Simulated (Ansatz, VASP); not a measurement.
# Cross-check of ZnSe (Stilleite) between VASP and Ansatz, part 2 of 3

Wanted: the spread between two codes on one cell, functional and k mesh. The cell is taken from a series of runs on this material, whose earlier steps may have relaxed, scaled, displaced or heated it; both programs get it as it stands.

VASP 6.6.1 and Ansatz 0.2.0.

So far: Starting point; Ansatz: zone-centre phonons, LDA.

### Step 3. VASP: zone-centre phonons, LDA

Level of this step: LDA; plane waves and PAW (Zn, Se) (VASP).

The same cell, functional (in two slightly different forms) and mesh now go to VASP, with its own data sets.

Lines of VASP's logs that name or quote its potential files are left out, and so is its time.

The input, INCAR:

```
SYSTEM = ZnSe
PREC = Accurate
ENCUT = 500
EDIFF = 1E-08
NELM = 120
ISMEAR = 0
SIGMA = 0.01
LREAL = .FALSE.
ALGO = Normal
GGA = CA
NBANDS = 15
LORBIT = 11
LWAVE = .FALSE.
LCHARG = .FALSE.
ISIF = 2
IBRION = 8
LEPSILON = .TRUE.
LASPH = .TRUE.
GGA_COMPAT = .FALSE.
EFERMI = MIDGAP
KPAR = 2
```

The input, POSCAR:

```
ZnSe
1.0
    0.0000000000      2.7833072426      2.7833072426
    2.7833072426      0.0000000000      2.7833072426
    2.7833072426      2.7833072426      0.0000000000
Zn Se
1 1
Direct
    0.0000000000      0.0000000000      0.0000000000
    0.2500000000      0.2500000000      0.2500000000
```

The input, KPOINTS:

```
Automatic mesh
0
Gamma
8 8 8
0 0 0
```

The projector-augmented-wave data sets are Zn and Se (LDA family, release 64).

Launch:

```bash
$ mpirun -np 2 vasp_std
```

The log of the run:

```text
[banner, memory and clock lines left out]
running    2 mpi-ranks, on    1 nodes
 distrk:  each k-point on    1 cores,    2 groups
 distr:  one band on    1 cores,    1 groups

 POSCAR found type information on POSCAR ZnSe
 POSCAR found :  2 types and       2 ions
 LDA part: xc-table for (Slater(with rela. corr.)+CA(PZ))
 , standard interpolation
 POSCAR, INCAR and KPOINTS ok, starting setup
 FFT: planning ... GRIDC
 FFT: planning ... GRID_SOFT
 FFT: planning ... GRID
 WAVECAR not read
 entering main loop
       N       E                     dE             d eps       ncg     rms          rms(c)
DAV:   1     0.843305862962E+02    0.84331E+02   -0.88014E+03   870   0.135E+03
DAV:   2    -0.236629569304E+01   -0.86697E+02   -0.82109E+02   989   0.259E+02
DAV:   3    -0.763945728189E+01   -0.52732E+01   -0.52551E+01  1052   0.631E+01
DAV:   4    -0.768363181828E+01   -0.44175E-01   -0.44170E-01  1052   0.617E+00
DAV:   5    -0.768386104374E+01   -0.22923E-03   -0.22922E-03  1094   0.402E-01    0.530E+00
DAV:   6    -0.740299246699E+01    0.28087E+00   -0.59308E-01  1216   0.273E+01    0.400E+00
DAV:   7    -0.737660787491E+01    0.26385E-01   -0.16504E-01  1010   0.413E+00    0.165E+00
DAV:   8    -0.737216836544E+01    0.44395E-02   -0.35992E-03  1304   0.842E-01    0.427E-01
DAV:   9    -0.737160650913E+01    0.56186E-03   -0.95968E-04  1003   0.262E-01    0.588E-02
DAV:  10    -0.737162398194E+01   -0.17473E-04   -0.12023E-04  1093   0.117E-01    0.184E-02
DAV:  11    -0.737161685632E+01    0.71256E-05   -0.15614E-05  1311   0.643E-02    0.460E-03
DAV:  12    -0.737161689359E+01   -0.37279E-07   -0.25776E-06  1080   0.119E-02    0.121E-03
DAV:  13    -0.737161691765E+01   -0.24055E-07   -0.89116E-08  1066   0.250E-03    0.492E-04
DAV:  14    -0.737161691833E+01   -0.67871E-09   -0.59822E-10   624   0.327E-04
   1 F= -.73716169E+01 E0= -.73716169E+01  d E =0.000000E+00
 Linear response reoptimize wavefunctions to high precision
DAV:   1    -0.737161691750E+01    0.82969E-09   -0.14186E-09   820   0.681E-04
DAV:   2    -0.737161691756E+01   -0.58890E-10   -0.45092E-10   519   0.154E-04
 Linear response G [H, r] |phi>, progress :
  Direction:   1
       N       E                     dE             d eps       ncg     rms
RMM:   1    -0.534595968886E+02   -0.53460E+02    0.16663E+02  1433   0.695E+01
RMM:   2    -0.552701277093E+02   -0.18105E+01   -0.10384E+01  1487   0.239E+01
RMM:   3    -0.553916400798E+02   -0.12151E+00   -0.43674E-01  1545   0.505E+00
RMM:   4    -0.554006688827E+02   -0.90288E-02   -0.31286E-02  1631   0.101E+00
RMM:   5    -0.554003762617E+02    0.29262E-03   -0.30346E-03  1647   0.266E-01
RMM:   6    -0.554004003123E+02   -0.24051E-04   -0.60177E-04  1673   0.751E-02
RMM:   7    -0.554003752243E+02    0.25088E-04   -0.81379E-05  1663   0.246E-02
RMM:   8    -0.554003747021E+02    0.52214E-06   -0.19074E-05  1467   0.881E-03
RMM:   9    -0.554003725170E+02    0.21851E-05   -0.90348E-04  1321   0.357E-03
RMM:  10    -0.554003733657E+02   -0.84865E-06   -0.86377E-04  1214   0.187E-03
RMM:  11    -0.554003721223E+02    0.12434E-05   -0.78402E-04  1098   0.121E-03
RMM:  12    -0.554003727553E+02   -0.63300E-06   -0.89652E-04   984   0.104E-03
RMM:  13    -0.554003726175E+02    0.13779E-06   -0.80734E-04   894   0.934E-04
RMM:  14    -0.554003727853E+02   -0.16786E-06   -0.85648E-04   835   0.939E-04
RMM:  15    -0.554003727372E+02    0.48137E-07   -0.81226E-04   790   0.927E-04
RMM:  16    -0.554003732640E+02   -0.52678E-06   -0.78190E-04   746   0.938E-04
 Linear response G [H, r] |phi>, progress :
  Direction:   2
       N       E                     dE             d eps       ncg     rms
RMM:   1    -0.545586546420E+02   -0.54559E+02    0.13444E+02  1428   0.678E+01
RMM:   2    -0.569679394860E+02   -0.24093E+01   -0.88465E+00  1469   0.220E+01
RMM:   3    -0.570587714848E+02   -0.90832E-01   -0.35939E-01  1533   0.448E+00
RMM:   4    -0.570646113295E+02   -0.58398E-02   -0.26693E-02  1625   0.921E-01
RMM:   5    -0.570643607531E+02    0.25058E-03   -0.28989E-03  1630   0.246E-01
RMM:   6    -0.570643752511E+02   -0.14498E-04   -0.59236E-04  1672   0.713E-02
RMM:   7    -0.570643489514E+02    0.26300E-04   -0.78001E-05  1639   0.237E-02
RMM:   8    -0.570643476582E+02    0.12932E-05   -0.21505E-05  1457   0.865E-03
RMM:   9    -0.570643459442E+02    0.17140E-05    0.77263E-05  1311   0.357E-03
RMM:  10    -0.570643461150E+02   -0.17076E-06    0.24034E-04  1210   0.190E-03
RMM:  11    -0.570643462787E+02   -0.16379E-06    0.28804E-04  1072   0.120E-03
RMM:  12    -0.570643461489E+02    0.12984E-06    0.25469E-04   996   0.103E-03
RMM:  13    -0.570643461627E+02   -0.13758E-07    0.25866E-04   925   0.917E-04
RMM:  14    -0.570643462808E+02   -0.11816E-06    0.24617E-04   841   0.922E-04
RMM:  15    -0.570643464559E+02   -0.17510E-06    0.30067E-04   797   0.888E-04
RMM:  16    -0.570643462980E+02    0.15789E-06    0.25317E-04   742   0.918E-04
 Linear response G [H, r] |phi>, progress :
  Direction:   3
[...]
RMM:  13    -0.439687687824E+02   -0.77032E-08   -0.74091E-06   892   0.446E-04
RMM:  14    -0.439687687790E+02    0.33781E-08   -0.10677E-05   821   0.431E-04
RMM:  15    -0.439687687841E+02   -0.51122E-08   -0.12547E-05   767   0.428E-04
RMM:  16    -0.439687687894E+02   -0.52969E-08   -0.91559E-06   698   0.423E-04
[...]
Linear response to external field, progress :
  Direction:   1
       N       E                     dE             d eps       ncg     rms          rms(c)
RMM:   1    -0.807734207451E+00   -0.80773E+00   -0.33901E+00  3885   0.363E+00
RMM:   2    -0.902832590460E+00   -0.95098E-01   -0.13968E-02  4982   0.707E-01    0.141E+00
RMM:   3    -0.864743114290E+00    0.38089E-01   -0.23253E-02  4832   0.845E-01    0.760E-01
RMM:   4    -0.879016883431E+00   -0.14274E-01   -0.26558E-02  5017   0.870E-01    0.140E-01
RMM:   5    -0.886691748493E+00   -0.76749E-02   -0.12595E-03  5000   0.184E-01    0.301E-02
RMM:   6    -0.887474728146E+00   -0.78298E-03   -0.65142E-05  4805   0.449E-02    0.156E-02
RMM:   7    -0.887729526055E+00   -0.25480E-03   -0.11413E-05  5053   0.129E-02    0.122E-03
RMM:   8    -0.887744293863E+00   -0.14768E-04   -0.40388E-07  4943   0.258E-03    0.842E-04
RMM:   9    -0.887741796795E+00    0.24971E-05   -0.39235E-07  5177   0.892E-04    0.849E-05
RMM:  10    -0.887743713278E+00   -0.19165E-05    0.97050E-09  4090   0.243E-04    0.376E-05
RMM:  11    -0.887744226050E+00   -0.51277E-06   -0.14671E-07  3700   0.121E-04    0.884E-06
 change of polarisation eV/A/(eV/A) component  1 :     1.684     0.450     0.205
 dielectric tensor                  component  1 :     8.068     1.887     0.859
 Linear response to external field, progress :
  Direction:   2
       N       E                     dE             d eps       ncg     rms          rms(c)
RMM:   1    -0.808530790516E+00   -0.80853E+00   -0.33981E+00  3880   0.363E+00
RMM:   2    -0.902813151718E+00   -0.94282E-01   -0.13891E-02  4986   0.706E-01    0.141E+00
RMM:   3    -0.864736225409E+00    0.38077E-01   -0.23258E-02  4830   0.845E-01    0.760E-01
RMM:   4    -0.879013763376E+00   -0.14278E-01   -0.26670E-02  5015   0.871E-01    0.140E-01
RMM:   5    -0.886685570297E+00   -0.76718E-02   -0.12950E-03  4999   0.184E-01    0.300E-02
RMM:   6    -0.887464761843E+00   -0.77919E-03   -0.76349E-05  4809   0.452E-02    0.156E-02
RMM:   7    -0.887717499566E+00   -0.25274E-03   -0.13089E-05  5053   0.130E-02    0.122E-03
RMM:   8    -0.887732763061E+00   -0.15263E-04   -0.11527E-06  4939   0.259E-03    0.844E-04
RMM:   9    -0.887730134195E+00    0.26289E-05   -0.56761E-07  5179   0.892E-04    0.852E-05
RMM:  10    -0.887732048745E+00   -0.19146E-05   -0.14487E-08  4071   0.239E-04    0.374E-05
RMM:  11    -0.887732553283E+00   -0.50454E-06   -0.10921E-07  3701   0.119E-04    0.870E-06
 change of polarisation eV/A/(eV/A) component  2 :     0.437     1.684     0.178
 dielectric tensor                  component  2 :     1.833     8.068     0.748
 Linear response to external field, progress :
  Direction:   3
       N       E                     dE             d eps       ncg     rms          rms(c)
RMM:   1    -0.807489660517E+00   -0.80749E+00   -0.33877E+00  3883   0.363E+00
RMM:   2    -0.902912320634E+00   -0.95423E-01   -0.14389E-02  4983   0.708E-01    0.141E+00
RMM:   3    -0.864749578049E+00    0.38163E-01   -0.23227E-02  4833   0.845E-01    0.760E-01
RMM:   4    -0.879027880739E+00   -0.14278E-01   -0.26587E-02  5012   0.870E-01    0.140E-01
RMM:   5    -0.886689128367E+00   -0.76612E-02   -0.12923E-03  4999   0.184E-01    0.300E-02
RMM:   6    -0.887478449159E+00   -0.78932E-03   -0.75694E-05  4806   0.451E-02    0.156E-02
RMM:   7    -0.887728661858E+00   -0.25021E-03   -0.13051E-05  5053   0.129E-02    0.122E-03
RMM:   8    -0.887743470054E+00   -0.14808E-04   -0.12887E-06  4949   0.261E-03    0.841E-04
RMM:   9    -0.887740931417E+00    0.25386E-05   -0.62000E-07  5166   0.898E-04    0.835E-05
RMM:  10    -0.887742837100E+00   -0.19057E-05   -0.23727E-08  4058   0.246E-04    0.379E-05
RMM:  11    -0.887743357534E+00   -0.52043E-06   -0.11554E-07  3690   0.120E-04    0.882E-06
 change of polarisation eV/A/(eV/A) component  3 :     0.346     0.309     1.684
 dielectric tensor                  component  3 :     1.451     1.296     8.068
 Linear response DOF=           2
 Linear response progress:
  Degree of freedom:   1/  2
       N       E                     dE             d eps       ncg     rms          rms(c)
RMM:   1    -0.212885751552E+00   -0.21289E+00   -0.82893E-03  3987   0.207E+00
RMM:   2    -0.211077152866E+00    0.18086E-02   -0.25803E-03  4542   0.384E-01    0.898E-02
RMM:   3    -0.210833898425E+00    0.24325E-03   -0.23285E-05  5077   0.477E-02    0.539E-02
RMM:   4    -0.210547861213E+00    0.28604E-03   -0.15977E-05  5285   0.286E-02    0.277E-03
RMM:   5    -0.210565987603E+00   -0.18126E-04    0.28558E-07  5413   0.548E-03    0.727E-04
RMM:   6    -0.210564279227E+00    0.17084E-05   -0.33446E-07  5519   0.103E-03    0.327E-04
RMM:   7    -0.210563872795E+00    0.40643E-06   -0.32740E-08  5357   0.305E-04    0.449E-05
RMM:   8    -0.210563565742E+00    0.30705E-06   -0.50834E-08  5354   0.106E-04    0.113E-05
RMM:   9    -0.210563560109E+00    0.56335E-08   -0.15886E-09  5631   0.381E-05    0.491E-06
 first order change of Fermi-energy   0.40984E+00
 force on displaced ion       1 direction 1 :  -6.309  -0.000  -0.000
 Born effective charge ion    1 direction 1 :   1.977   0.000   0.000
 Linear response progress:
  Degree of freedom:   2/  2
       N       E                     dE             d eps       ncg     rms          rms(c)
RMM:   1    -0.824748556112E-01   -0.82475E-01    0.10552E-01  6795   0.177E+00
RMM:   2    -0.819253370197E-01    0.54952E-03   -0.32530E-03  4527   0.499E-01    0.122E-01
RMM:   3    -0.820866338969E-01   -0.16130E-03   -0.17086E-04  5008   0.102E-01    0.667E-02
RMM:   4    -0.823791613639E-01   -0.29253E-03   -0.27190E-05  5042   0.451E-02    0.824E-03
RMM:   5    -0.823867010836E-01   -0.75397E-05    0.24606E-06  5100   0.879E-03    0.393E-03
RMM:   6    -0.823780454808E-01    0.86556E-05    0.55096E-07  5079   0.226E-03    0.171E-03
RMM:   7    -0.823739180226E-01    0.41275E-05   -0.47170E-08  5080   0.871E-04    0.306E-04
RMM:   8    -0.823758165311E-01   -0.18985E-05   -0.94821E-10  5246   0.280E-04    0.438E-05
RMM:   9    -0.823760064240E-01   -0.18989E-06    0.10640E-08  5312   0.889E-05    0.142E-05
RMM:  10    -0.823758959310E-01    0.11049E-06   -0.48452E-11  5176   0.225E-05    0.371E-06
RMM:  11    -0.823759034798E-01   -0.75488E-08   -0.46288E-10  4642   0.755E-06    0.219E-06
 first order change of Fermi-energy  -0.40964E+00
 force on displaced ion       2 direction 1 :  -6.388   0.000   0.000
 Born effective charge ion    2 direction 1 :  -2.033   0.000   0.000
 Born effective charges drift removed
 Linear response finished
```

(Continued in part 3 of 3.)

[Lines on the potential files, build, host, timing and source positions are cut from VASP's logs without a mark.]

[Logs are printed without paths, hosts, clocks, repeated set-up lines and the standing remarks that a program may print on its own settings, such as how far it seeks lower states.]

[Hosts, paths, dates, database ids (printed as entryN), source tags and the programs' standing remarks are cut or masked in the printed files.]
